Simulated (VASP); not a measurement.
Calculation: PBE GGA, VASP's PBE PAW potentials (set 64) (plane waves; VASP 6.6.1).

Input for VASP

**KPOINTS**
```
Automatic mesh
0
Gamma
16 16 16
0 0 0
```

**POSCAR**
```
Ta
1
   -1.6124195583     1.6124195583     1.6124195583
    1.6124195583    -1.6124195583     1.6124195583
    1.6124195583     1.6124195583    -1.6124195583
Ta
1
Direct
  0.0000000000   0.0000000000   0.0000000000
```

### INCAR
```
SYSTEM=Ta
PREC=Accurate; ENCUT=500; LREAL=.FALSE.
LASPH=.TRUE.
EDIFF=1E-6; NELM=100; ALGO=Normal
LMAXMIX=6
ISMEAR=1; SIGMA=0.1
GGA=PE
IBRION=2; NSW=40; ISIF=3
EDIFFG=-0.02; PSTRESS=300
LWAVE=.FALSE.; LCHARG=.FALSE.
```

POTCAR, in this order: Ta_pv (PBE.64 set). Program: vasp_std.

What VASP printed:

**OSZICAR**
```
       N       E                     dE             d eps       ncg     rms          rms(c)
DAV:   1     0.455866118515E+02    0.45587E+02   -0.65121E+03  2610   0.115E+03
DAV:   2    -0.114538573278E+02   -0.57040E+02   -0.55904E+02  3298   0.244E+02
DAV:   3    -0.121262974777E+02   -0.67244E+00   -0.65909E+00  3014   0.264E+01
DAV:   4    -0.121300450272E+02   -0.37475E-02   -0.37434E-02  2989   0.170E+00
DAV:   5    -0.121300702384E+02   -0.25211E-04   -0.25211E-04  2940   0.113E-01    0.154E+01
DAV:   6    -0.118193748689E+02    0.31070E+00   -0.32144E-01  2711   0.714E+00    0.777E+00
DAV:   7    -0.117193002207E+02    0.10007E+00   -0.28996E-01  2739   0.646E+00    0.427E-01
DAV:   8    -0.117180664494E+02    0.12338E-02   -0.46939E-03  2808   0.890E-01    0.127E-01
DAV:   9    -0.117180364556E+02    0.29994E-04   -0.13968E-04  2773   0.157E-01    0.345E-02
DAV:  10    -0.117180319697E+02    0.44859E-05   -0.39099E-06  2985   0.291E-02    0.529E-03
DAV:  11    -0.117180319259E+02    0.43870E-07   -0.12857E-07  1384   0.532E-03
   1 F= -.85782113E+01 E0= -.85780028E+01  d E =-.857821E+01
       N       E                     dE             d eps       ncg     rms          rms(c)
DAV:   1    -0.124752389682E+02   -0.75721E+00   -0.46395E+01  2661   0.979E+01    0.133E+01
DAV:   2    -0.113395778578E+02    0.11357E+01   -0.13821E+00  2647   0.169E+01    0.465E+00
DAV:   3    -0.110474118416E+02    0.29217E+00   -0.85931E-01  2697   0.126E+01    0.182E+00
DAV:   4    -0.110529157050E+02   -0.55039E-02   -0.13626E-02  3159   0.136E+00    0.235E-01
DAV:   5    -0.110526951678E+02    0.22054E-03   -0.13097E-03  2708   0.465E-01    0.104E-01
DAV:   6    -0.110526876097E+02    0.75580E-05   -0.22178E-05  2744   0.668E-02    0.105E-02
DAV:   7    -0.110526879845E+02   -0.37477E-06   -0.25666E-07  1727   0.615E-03
   2 F= -.83672201E+01 E0= -.83671657E+01  d E =0.210991E+00
       N       E                     dE             d eps       ncg     rms          rms(c)
DAV:   1    -0.124952673461E+02   -0.14426E+01   -0.31724E+01  2660   0.875E+01    0.971E+00
DAV:   2    -0.117891192508E+02    0.70615E+00   -0.96429E-01  2675   0.124E+01    0.346E+00
DAV:   3    -0.116277014452E+02    0.16142E+00   -0.51743E-01  2697   0.893E+00    0.102E+00
DAV:   4    -0.116312090300E+02   -0.35076E-02   -0.60287E-03  3034   0.902E-01    0.148E-01
DAV:   5    -0.116313078733E+02   -0.98843E-04   -0.40241E-04  2799   0.227E-01    0.664E-02
DAV:   6    -0.116313085563E+02   -0.68301E-06   -0.52575E-06  2829   0.338E-02
   3 F= -.85972866E+01 E0= -.85971585E+01  d E =-.190753E-01
       N       E                     dE             d eps       ncg     rms          rms(c)
DAV:   1    -0.116269284219E+02    0.43795E-02   -0.46661E-03  2667   0.102E+00    0.118E-01
DAV:   2    -0.116268199675E+02    0.10845E-03   -0.14161E-04  2664   0.157E-01    0.407E-02
DAV:   3    -0.116267956603E+02    0.24307E-04   -0.78421E-05  2698   0.112E-01    0.143E-02
DAV:   4    -0.116267970830E+02   -0.14227E-05   -0.10465E-06  2283   0.121E-02    0.132E-03
DAV:   5    -0.116267971169E+02   -0.33949E-07   -0.11329E-07  1330   0.405E-03
   4 F= -.85973323E+01 E0= -.85972114E+01  d E =-.191210E-01
```

OUTCAR:
```
------------------------ aborting loop because EDIFF is reached ----------------------------------------
  FORCE on cell =-STRESS in cart. coord.  units (eV):
  Direction    XX          YY          ZZ          XY          YZ          ZX
  --------------------------------------------------------------------------------------
  Total        3.0225646      3.0225646      3.0225646     -0.0000000     -0.0000000      0.0000000
  in kB      299.3166836    299.3166836    299.3166836     -0.0000000     -0.0000000      0.0000000
  external PRESSURE =      -0.6833164 kB  Pullay stress =     300.0000000 kB
  volume of cell :       16.18
      direct lattice vectors                 reciprocal lattice vectors
    -1.593303160  1.593303160  1.593303160     0.000000000  0.313813474  0.313813474
     1.593303160 -1.593303160  1.593303160     0.313813474  0.000000000  0.313813474
     1.593303160  1.593303160 -1.593303160     0.313813474  0.313813474  0.000000000
 POSITION                                       TOTAL-FORCE (eV/Angst)
 -----------------------------------------------------------------------------------
      0.00000      0.00000      0.00000         0.000000      0.000000      0.000000
 -----------------------------------------------------------------------------------
    total drift:                               -0.000000      0.000000      0.000000
  FREE ENERGIE OF THE ION-ELECTRON SYSTEM (eV)
  ---------------------------------------------------
  free  energy   TOTEN  =       -11.6267971169 eV

  energy  without entropy=      -11.6264346036  energy(sigma->0) =      -11.62667628
  enthalpy is  TOTEN    =        -8.5973322787 eV   P V=        3.0294648382

 reached required accuracy - stopping structural energy minimisation
```
(Selected blocks of OUTCAR.)

### CONTCAR
```
Ta
   1.00000000000000
    -1.5933031601256460    1.5933031601256460    1.5933031601256460
     1.5933031601256460   -1.5933031601256460    1.5933031601256460
     1.5933031601256460    1.5933031601256460   -1.5933031601256460
  Ta
     1
Direct
     0.0000000000000000    0.0000000000000000    0.0000000000000000
```

Energy and stress use the plane-wave basis of the starting cell.

The compound is Ta in the bcc structure. This run relaxes it under an external pressure of 30 GPa. Symmetry was kept, so distortions that lower it aren't found.
